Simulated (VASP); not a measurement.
A cell of LiCl (rock salt) near equilibrium:

```xyz
2
Lattice="0.0000 2.5700 2.5700 2.5700 0.0000 2.5700 2.5700 2.5700 0.0000" Properties=species:S:1:pos:R:3 pbc="T T T"
Li     0.0000     0.0000     0.0000
Cl     2.5700     2.5700     2.5700
```

The numbers are results of PBE GGA, VASP's PBE PAW potentials (set 64) (plane waves; VASP), not measurements.

| run | ΔE (meV/atom) | σxx | σyy | σzz | largest shear component, with its sign (GPa) | gap (eV) |
|---|---|---|---|---|---|---|
| as it is | 0.0 | 0.09 | 0.09 | 0.09 | 0.00 | 6.31 |
| after one change | 10.9 | -2.29 | -2.29 | -2.29 | 0.00 | 5.83 |
Stress is in GPa, positive when the cell is compressed; gaps are those on the k-mesh, and 0.00 means metallic.

### Question
Which change was made?
A) isotropic strain of +3.0 %
B) biaxial strain of -2.0 % in the xy plane
C) biaxial strain of +1.5 % in the xy plane
D) uniaxial strain of +0.5 % along x

### Answer
A, isotropic strain of +3.0 %

The compound is LiCl in the rock salt structure. The cell was not relaxed at this level.
